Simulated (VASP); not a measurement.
# P2S (P4_2/nmc) in VASP: a series of runs

The runs below take P2S through relaxation of cell and atoms, with PBE.

All numbers are computed with VASP 6.6.1; they aren't measurements. Logs are shortened: lines on timing, memory, paths and dates and some standing lists are left out, and cuts for length are marked.

## (1) The crystal as given

It takes space group P4_2/nmc (No. 137, tetragonal). Conventional cell: a = 3.329 Å, b = 3.329 Å, c = 9.199 Å, α = 90.00°, β = 90.00°, γ = 90.00°. P (site symmetry 2mm) is surrounded by 2 S at 2.46 Å and 4 P at 2.55 Å. S (site symmetry -4m2) has 4 P at 2.46 Å as nearest neighbours.

The cell was built by a generator and needn't be a form met in nature.

## (2) Relaxation of cell and atoms, PBE

INCAR reads:

```
SYSTEM = P2S
PREC     = Accurate       ! precision mode
ENCUT    = 600            ! plane-wave cutoff, eV
EDIFF    = 1E-6           ! SCF threshold, eV
ISMEAR   = -1             ! smearing method
SIGMA    = 0.05           ! smearing width, eV
LREAL    = .FALSE.        ! projectors in reciprocal space
LASPH    = .TRUE.         ! aspherical terms in the spheres
NELM     = 80             ! most SCF steps
ALGO     = Normal         ! electronic algorithm
ISIF     = 3              ! what is computed and relaxed
LWAVE    = .FALSE.        ! write WAVECAR
LCHARG   = .FALSE.        ! write CHGCAR
GGA      = PE             ! functional
IBRION   = 2              ! ionic algorithm
NSW      = 60             ! ionic steps
EDIFFG   = -0.01          ! ionic threshold
PSTRESS  = 0
```

KPOINTS reads:

```
regular mesh
0
G
  6 6 3
  0 0 0
```

POSCAR reads:

```
P2S
1.0
    3.3294100000      0.0000000000      0.0000000000
    0.0000000000      3.3294100000      0.0000000000
    0.0000000000      0.0000000000      9.1991400000
P S
4 2
Direct
    0.0000000000      0.5000000000      0.3030700000
    0.0000000000      0.5000000000      0.8030700000
    0.5000000000      0.0000000000      0.6969300000
    0.5000000000      0.0000000000      0.1969300000
    0.0000000000      0.0000000000      0.0000000000
    0.5000000000      0.5000000000      0.5000000000
```

Potentials or basis: VASP PAW PBE potentials, release 64 (P, S).

Launch:

```console
$ cat potpaw_PBE.64/P/POTCAR potpaw_PBE.64/S/POTCAR > POTCAR
$ mpirun -np 1 vasp_std > vasp.out
```

OUTCAR:

```text
SYSTEM = P2S
   PREC = Accurate
   ENCUT = 600
   EDIFF = 1E-6
   ISMEAR = -1
   LREAL = .FALSE.
   LASPH = .TRUE.
   NELM = 80
   ISIF = 3
   GGA = PE
   IBRION = 2
   NSW = 60
   EDIFFG = -0.01
   PSTRESS = 0

 ion  position               nearest neighbor table
   1  0.000  0.500  0.303-   6 2.46   6 2.46   4 2.55   4 2.55   4 2.55   4 2.55
   2  0.000  0.500  0.803-   5 2.46   5 2.46   3 2.55   3 2.55   3 2.55   3 2.55
   3  0.500  0.000  0.697-   6 2.46   6 2.46   2 2.55   2 2.55   2 2.55   2 2.55
   4  0.500  0.000  0.197-   5 2.46   5 2.46   1 2.55   1 2.55   1 2.55   1 2.55
   5  0.000  0.000  0.000-   2 2.46   4 2.46   2 2.46   4 2.46
   6  0.500  0.500  0.500-   1 2.46   3 2.46   3 2.46   1 2.46

  LATTYP: Found a simple tetragonal cell.
 ALAT       =     3.3294100000
 C/A-ratio  =     2.7629940440

  Lattice vectors:

 A1 = (   3.3294100000,   0.0000000000,   0.0000000000)
 A2 = (   0.0000000000,   3.3294100000,   0.0000000000)
 A3 = (   0.0000000000,   0.0000000000,   9.1991400000)

Analysis of symmetry for initial positions (statically):
=====================================================================
 Subroutine PRICEL returns:
 Original cell was already a primitive cell.

 Routine SETGRP: Setting up the symmetry group for a
 simple tetragonal supercell.

 Subroutine GETGRP returns: Found 16 space group operations
 (whereof  8 operations were pure point group operations)
 out of a pool of 16 trial point group operations.

The static configuration has the point symmetry D_2d.
 The point group associated with its full space group is D_4h.

Analysis of symmetry for dynamics (positions and initial velocities):
=====================================================================
 Subroutine PRICEL returns:
 Original cell was already a primitive cell.

 Routine SETGRP: Setting up the symmetry group for a
 simple tetragonal supercell.

 Subroutine GETGRP returns: Found 16 space group operations
 (whereof  8 operations were pure point group operations)
 out of a pool of 16 trial point group operations.

The dynamic configuration has the point symmetry D_2d.
 The point group associated with its full space group is D_4h.

 Subroutine INISYM returns: Found 16 space group operations
 (whereof  8 operations are pure point group operations),
 and found     1 'primitive' translations

----------------------------------------------------------------------------------------

                                     Primitive cell

  volume of cell :     101.9722

  direct lattice vectors                    reciprocal lattice vectors
     3.329410000  0.000000000  0.000000000     0.300353516  0.000000000  0.000000000
     0.000000000  3.329410000  0.000000000     0.000000000  0.300353516  0.000000000
     0.000000000  0.000000000  9.199140000     0.000000000  0.000000000  0.108705814

  length of vectors
     3.329410000  3.329410000  9.199140000     0.300353516  0.300353516  0.108705814

  position of ions in fractional coordinates (direct lattice)
     0.000000000  0.500000000  0.303070000
     0.000000000  0.500000000  0.803070000
     0.500000000  0.000000000  0.696930000
     0.500000000  0.000000000  0.196930000
     0.000000000  0.000000000  0.000000000
     0.500000000  0.500000000  0.500000000

  ion indices of the primitive-cell ions
   primitive index   ion index
                 1           1
                 2           2
                 3           3
                 4           4
                 5           5
                 6           6

----------------------------------------------------------------------------------------

 KPOINTS: regular mesh

Automatic generation of k-mesh.
 Grid dimensions read from file:
 generate k-points for:    6    6    3

 Generating k-lattice:

  Cartesian coordinates                     Fractional coordinates (reciprocal lattice)
     0.050058919  0.000000000  0.000000000     0.166666667  0.000000000  0.000000000
     0.000000000  0.050058919  0.000000000     0.000000000  0.166666667  0.000000000
     0.000000000  0.000000000  0.036235271     0.000000000  0.000000000  0.333333333

  Length of vectors
     0.050058919  0.050058919  0.036235271

  Shift w.r.t. Gamma in fractional coordinates (k-lattice)
     0.000000000  0.000000000  0.000000000

 Subroutine IBZKPT returns following result:
 ===========================================

 Found     20 irreducible k-points:

 Following reciprocal coordinates:
            Coordinates               Weight
  0.000000  0.000000  0.000000      1.000000
  0.166667  0.000000  0.000000      4.000000
  0.333333  0.000000  0.000000      4.000000
  0.500000  0.000000  0.000000      2.000000
  0.166667  0.166667  0.000000      4.000000
  0.333333  0.166667  0.000000      8.000000
[... 12 lines left out ...]
  0.500000  0.333333  0.333333      8.000000
  0.500000  0.500000  0.333333      2.000000
[... 16 lines left out ...]
   ENCUT  =  600.0 eV  44.10 Ry    6.64 a.u.   6.65  6.65 18.37*2*pi/ulx,y,z
   NELM   =     80;   NELMIN=  2; NELMDL= -5     # of ELM steps
   EDIFF  = 0.1E-05   stopping-criterion for ELM
   LREAL  =      F    real-space projection
   EDIFFG = -.1E-01   stopping-criterion for IOM
   NSW    =     60    number of steps for IOM
   IBRION =      2    ionic relax: 0-MD 1-quasi-New 2-CG
   NFREE  =      1    steps in history (QN), initial steepest desc. (CG)
   ISIF   =      3    stress and relaxation
   ISYM   =      2    0-nonsym 1-usesym 2-fastsym
   POTIM  = 0.5000    time-step for ionic-motion
   TEBEG  =    0.0;   TEEND  =   0.0 temperature during run
   PSTRESS=    0.0 pullay stress
   NELECT =      32.0000    total number of electrons
   NUPDOWN=      -1.0000    fix difference up-down
   EMIN   =  10.00;   EMAX   =-10.00  energy-range for DOS
   EFERMI =   0.00;   METHOD = LEGACY
   ISMEAR =    -1;   SIGMA  =   0.05  broadening in eV -4-tet -1-fermi 0-gaus
   EFERMI_NEDOS =   21; number of points for ismear=-14 and -15
   IALGO  =     38    algorithm
   IMIX   =      4    mixing-type and parameters
     AMIX     =   0.40;   BMIX     =  1.00
     AMIX_MAG =   1.60;   BMIX_MAG =  1.00
  volume/ion in A,a.u.               =      17.00       114.69
  Fermi-wavevector in a.u.,A,eV,Ry     =   1.112494  2.102308 16.839145  1.237642
  Thomas-Fermi vector in A             =   2.249068
   LORBIT       =      0    0 simple, 1 ext, 2 COOP (PROOUT), +10 PAW based schemes
   GGA     = PE    functional components
   LHFCALC =     F    Hartree Fock is set to
   AEXX    =    0.0000 exact exchange contribution
   IVDW    =     0    specifies the selected vdW correction
   LEPSILON=     F    determine dielectric tensor
   LRPA    =     F    only Hartree local field effects (RPA)
 conjugate gradient relaxation of ions
 non-spin polarized calculation
  energy-cutoff  :      600.00
  volume of cell :      101.97
 maximum number of plane-waves:      3445
 NGX is ok and might be reduce to    28
   NGX = 13   NGY = 13   NGZ = 37

--------------------------------------- Ionic step        1  -------------------------------------------

 number of electron      31.9999996 magnetization

 Free energy of the ion-electron system (eV)
  ---------------------------------------------------
  ext. energy  EPLUGINS =         0.00000000
  ---------------------------------------------------
  free energy    TOTEN  =       -26.73552070 eV

  energy without entropy =      -26.69137916  energy(sigma->0) =      -26.71344993

------------------------ aborting loop because EDIFF is reached ----------------------------------------

  FORCE on cell =-STRESS in cart. coord.  units (eV):
  Direction    XX          YY          ZZ          XY          YZ          ZX
  --------------------------------------------------------------------------------------
  -------------------------------------------------------------------------------------
  Total        0.6610315      0.6610315     -0.3101327      0.0000000      0.0000000      0.0000000
  in kB       10.3860631     10.3860631     -4.8727742      0.0000000      0.0000000      0.0000000
  external PRESSURE =       5.2997840 kB  Pullay stress =       0.0000000 kB
[... 101 lines left out ...]
  FREE ENERGIE OF THE ION-ELECTRON SYSTEM (eV)
  ---------------------------------------------------
  free  energy   TOTEN  =       -26.7477447070 eV

  energy  without entropy=      -26.7097136951  energy(sigma->0) =      -26.72872920

[... ionic steps 4 to 8 ...]

--------------------------------------- Ionic step        9  -------------------------------------------

 number of electron      32.0000000 magnetization

------------------------ aborting loop because EDIFF is reached ----------------------------------------

  FORCE on cell =-STRESS in cart. coord.  units (eV):
  Direction    XX          YY          ZZ          XY          YZ          ZX
  --------------------------------------------------------------------------------------
  -------------------------------------------------------------------------------------
  Total        0.0352267      0.0352267      0.1901525      0.0000000      0.0000000     -0.0000000
  in kB        0.5509090      0.5509090      2.9737890      0.0000000      0.0000000     -0.0000000
  external PRESSURE =       1.3585357 kB  Pullay stress =       0.0000000 kB
[... 65 lines left out ...]
  energy  without entropy=      -26.7358934826  energy(sigma->0) =      -26.75092876

--------------------------------------- Ionic step       11  -------------------------------------------

 number of electron      32.0000000 magnetization

 Free energy of the ion-electron system (eV)
  ---------------------------------------------------
  ext. energy  EPLUGINS =         0.00000000
  ---------------------------------------------------
  free energy    TOTEN  =       -26.76601737 eV

  energy without entropy =      -26.73601395  energy(sigma->0) =      -26.75101566

 E-fermi :   7.5068     XC(G=0): -10.4880

 val. band max:        7.4241840208   @ k =   0.5000   0.1667   0.3333
 cond. band min:       7.5493690279   @ k =   0.3333   0.1667   0.3333
 fundamental gap:      0.1251850070
 Fermi energy:         7.5067685564

 k-point     1 :       0.0000    0.0000    0.0000
  band No.  band energies     occupation
      1      -8.7734      2.00000
      2      -7.3650      2.00000
      3      -7.0381      2.00000
      4      -3.6201      2.00000
      5      -1.4759      2.00000
      6       2.6196      2.00000
[... 12 lines left out ...]
     19       8.6660      0.00000
[... 469 lines left out ...]
  FREE ENERGIE OF THE ION-ELECTRON SYSTEM (eV)
  ---------------------------------------------------
  free  energy   TOTEN  =       -26.7660173708 eV

  energy  without entropy=      -26.7360139471  energy(sigma->0) =      -26.75101566

 reached required accuracy - stopping structural energy minimisation
```

Run time: 2.5 min. Hardware: 1 thread of AMD EPYC 9R45 (Zen 5), shared host; peak memory 0.22 GiB.

Results:

```
Free energy                            : -26.7660 eV
Relaxed volume                         : 17.09 Å³/atom
Relaxed cell                           : a = 3.380 Å, b = 3.380 Å, c = 8.977 Å, α = 90.00°, β = 90.00°, γ = 90.00°
Space group after relaxing (to 0.05 Å) : P4_2/nmc (No. 137)
Energy gained by relaxing              : 5.1 meV/atom
Ionic steps                            : 11
Pressure after relaxing                : 0.0 GPa
Largest force after relaxing           : 0.008 eV/Å
Band gap on the k mesh                 : none (metal or under the smearing width)
```

Forces on the atoms (eV/Å):
```
P    0.000  0.000 -0.008
P    0.000  0.000 -0.008
P    0.000  0.000  0.008
P    0.000  0.000  0.008
S    0.000  0.000  0.000
S    0.000  0.000  0.000
```

Stress tensor (GPa, compression positive):
```
 0.03  0.00  0.00
 0.00  0.03  0.00
 0.00  0.00 -0.09
```

Step by step:
```tsv
step	energy change (eV)	largest force (eV/Å)	pressure (GPa)	volume (Å³)
1	0.0000	0.0802	0.53	101.97
2	-0.0075	0.0890	-0.06	102.80
3	-0.0122	0.0952	-1.00	104.10
4	-0.0165	0.1015	-0.96	104.03
5	-0.0241	0.0897	-0.80	103.79
6	-0.0244	0.0810	-0.74	103.72
7	-0.0276	0.0742	-0.29	103.08
8	-0.0288	0.0661	0.21	102.39
9	-0.0298	0.0465	0.14	102.45
10	-0.0304	0.0113	-0.01	102.56
11	-0.0305	0.0082	-0.01	102.55
```

Final structure:
```xyz
6
Lattice="3.3800 0.0000 0.0000 0.0000 3.3800 0.0000 0.0000 0.0000 8.9768" Properties=species:S:1:pos:R:3 pbc="T T T"
P     0.0000    1.6900    2.6823
P     0.0000    1.6900    7.1707
P     1.6900    0.0000    6.2946
P     1.6900    0.0000    1.8062
S     0.0000    0.0000    0.0000
S     1.6900    1.6900    4.4884
```

## (3) Relaxation of cell and atoms, PBE

INCAR reads:

```
PREC = Normal
ENCUT = 600
EDIFF = 1E-6
ISMEAR = 0
SIGMA = 0.2
LREAL = F
LASPH = T
NELM = 80
ALGO = Normal
ISIF = 3
LWAVE = F
LCHARG = F
GGA = PE
IBRION = 2
NSW = 60
EDIFFG = -0.01
PSTRESS = 0
```

KPOINTS reads:

```
regular mesh
0
Gamma
  6 6 3
```

POSCAR is that of step 2.

Potentials or basis: VASP PAW PBE potentials, release 64 (P, S).

Launch:

```console
$ cat potpaw_PBE.64/P/POTCAR potpaw_PBE.64/S/POTCAR > POTCAR
$ mpirun -np 1 vasp_std > vasp.out
```

Run time: 90 s. Hardware: 1 thread of AMD EPYC 9R45 (Zen 5), shared host; peak memory 0.15 GiB.

Results (log left out):

* Free energy: -26.7875 eV
* Relaxed volume: 17.10 Å³/atom
* Relaxed cell: a = 3.377 Å, b = 3.377 Å, c = 8.992 Å, α = 90.00°, β = 90.00°, γ = 90.00°
* Space group after relaxing (to 0.05 Å): P4_2/nmc (No. 137)
* Energy gained by relaxing: 3.5 meV/atom
* Ionic steps: 12
* Pressure after relaxing: 0.0 GPa
* Largest force after relaxing: 0.004 eV/Å
* Band gap on the k mesh: none (metal or under the smearing width)

Forces on the atoms (eV/Å):
```
P    0.000  0.000 -0.004
P    0.000  0.000 -0.004
P    0.000  0.000  0.004
P    0.000  0.000  0.004
S    0.000  0.000  0.000
S    0.000  0.000  0.000
```

Stress tensor (GPa, compression positive):
```
 0.03  0.00  0.00
 0.00  0.03  0.00
 0.00  0.00 -0.09
```

Step by step:
| step | energy change (eV) | largest force (eV/Å) | pressure (GPa) | volume (Å³) |
| --- | --- | --- | --- | --- |
| 1 | 0.0000 | 0.0621 | 0.50 | 101.97 |
| 2 | -0.0045 | 0.0653 | -0.06 | 102.76 |
| 3 | -0.0062 | 0.0648 | -0.65 | 103.62 |
| 4 | -0.0092 | 0.0722 | -0.64 | 103.61 |
| 5 | -0.0156 | 0.0810 | -0.60 | 103.57 |
| 6 | -0.0080 | 0.0405 | -0.51 | 103.44 |
| 7 | -0.0167 | 0.0796 | -0.58 | 103.55 |
| 8 | -0.0192 | 0.0721 | -0.09 | 102.84 |
| 9 | -0.0196 | 0.0672 | 0.21 | 102.42 |
| 10 | -0.0206 | 0.0424 | 0.14 | 102.46 |
| 11 | -0.0212 | 0.0059 | 0.02 | 102.53 |
| 12 | -0.0212 | 0.0043 | -0.01 | 102.57 |

Final structure:
```
P S
1.0
     3.37733    0.00000    0.00000
     0.00000    3.37733    0.00000
     0.00000    0.00000    8.99243
P S
4 2
Direct
  0.00000 0.50000 0.29900
  0.00000 0.50000 0.79900
  0.50000 0.00000 0.70100
  0.50000 0.00000 0.20100
  0.00000 0.00000 0.00000
  0.50000 0.50000 0.50000
```

Levels at points of the mesh, in eV from the Fermi level:
```
           k point  band 14  band 15  band 16  band 17  band 18  band 19
(0.00, 0.00, 0.00)    -2.65    -0.72     0.10     0.10     1.00     1.17
(0.50, 0.00, 0.00)    -0.36    -0.32    -0.32     0.95     0.95     1.04
(0.50, 0.50, 0.00)    -3.59    -2.44    -2.44    -0.73    -0.73     1.51
```

## (4) Relaxation of cell and atoms, PBE, target pressure 2 GPa, at which the enthalpy is minimised

INCAR reads:

```
SYSTEM = P2S
PREC     = Accurate       ! precision mode
ENCUT    = 600            ! plane-wave cutoff, eV
EDIFF    = 1E-6           ! SCF threshold, eV
ISMEAR   = -1             ! smearing method
SIGMA    = 0.05           ! smearing width, eV
LREAL    = .FALSE.        ! projectors in reciprocal space
LASPH    = .TRUE.         ! aspherical terms in the spheres
NELM     = 80             ! most SCF steps
ALGO     = Normal         ! electronic algorithm
ISIF     = 3              ! what is computed and relaxed
LWAVE    = .FALSE.        ! write WAVECAR
LCHARG   = .FALSE.        ! write CHGCAR
GGA      = PE             ! functional
IBRION   = 2              ! ionic algorithm
NSW      = 60             ! ionic steps
EDIFFG   = -0.01          ! ionic threshold
PSTRESS  = 20
```

KPOINTS reads:

```
regular mesh
0
G
  6 6 3
  0 0 0
```

POSCAR is that of step 3.

Launch:

```console
$ cat potpaw_PBE.64/P/POTCAR potpaw_PBE.64/S/POTCAR > POTCAR
$ mpirun -np 1 vasp_std > vasp.out
```

Run time: 2.5 min. Hardware: 1 thread of AMD EPYC 9R45 (Zen 5), shared host; peak memory 0.22 GiB.

It converged, with:

- Free energy: -26.7511 eV
- Relaxed volume: 16.68 Å³/atom
- Relaxed cell: a = 3.352 Å, b = 3.352 Å, c = 8.907 Å, α = 90.00°, β = 90.00°, γ = 90.00°
- Space group after relaxing (to 0.05 Å): P4_2/nmc (No. 137)
- Energy change on relaxing (the enthalpy is what falls): -2.6 meV/atom
- Ionic steps: 10
- Pressure after relaxing: 2.0 GPa
- Largest force after relaxing: 0.005 eV/Å
- Band gap on the k mesh: none (metal or under the smearing width)

Forces in eV/Å, atoms in the order of the input:
```
P    0.000  0.000 -0.005
P    0.000  0.000 -0.005
P    0.000  0.000  0.005
P    0.000  0.000  0.005
S    0.000  0.000  0.000
S    0.000  0.000  0.000
```

Step by step:
```
step  energy change (eV)  largest force (eV/Å)  pressure (GPa)  volume (Å³)
   1              0.0000                0.0802            0.53       101.97
   2              0.0150                0.1308            2.44        99.69
   3              0.0142                0.1294            2.39        99.75
   4              0.0070                0.1374            2.39        99.75
   5             -0.0094                0.0761            2.35        99.75
   6             -0.0098                0.0312            2.34        99.74
   7             -0.0102                0.0476            2.34        99.74
   8             -0.0218                0.0001            1.51       100.65
   9             -0.0174                0.0213            1.88       100.24
  10             -0.0156                0.0045            1.99       100.08
```

Final structure:
```
P S
1.0
     3.35198    0.00000    0.00000
     0.00000    3.35198    0.00000
     0.00000    0.00000    8.90690
P S
4 2
Cartesian
  0.0000 1.6760 2.6562
  0.0000 1.6760 7.1097
  1.6760 3.3520 6.2507
  1.6760 3.3520 1.7972
  0.0000 0.0000 8.9069
  1.6760 1.6760 4.4535
```

Levels at points of the mesh, in eV from the Fermi level:
| k point | band 14 | band 15 | band 16 | band 17 | band 18 | band 19 |
| --- | --- | --- | --- | --- | --- | --- |
| (0.00, 0.00, 0.00) | -2.69 | -0.75 | 0.11 | 0.11 | 1.10 | 1.19 |
| (0.50, 0.00, 0.00) | -0.40 | -0.23 | -0.23 | 0.96 | 0.96 | 1.12 |
| (0.50, 0.50, 0.00) | -3.63 | -2.49 | -2.49 | -0.77 | -0.77 | 1.50 |

Caveat: the cell is relaxed towards a set pressure, so the enthalpy falls and the energy may rise.

## (5) Summary

| cell | smearing | target pressure | other keys | gap on the mesh (eV) | pressure (GPa) | relaxed volume (Å³/atom) |
| --- | --- | --- | --- | --- | --- | --- |
| relaxed | fermi-dirac 0.05 eV | - | - | none | 0.0 | 17.09 |
| relaxed | gaussian 0.2 eV | - | PREC = Normal; ISMEAR = 0; SIGMA = 0.2 | none | 0.0 | 17.10 |
| relaxed to 2 GPa | fermi-dirac 0.05 eV | 2 GPa | - | none | 2.0 | - |

Alike in all rows: task relaxation of cell and atoms; level PBE; potentials or basis VASP PAW PBE potentials, release 64 (P, S); no spin polarisation; k mesh 6 × 6 × 3; cutoff (eV) 600.

Caveats: the cell is relaxed towards a set pressure, so the enthalpy falls and the energy may rise (some runs).

Absolute energies hang on the potentials; compare differences alone.
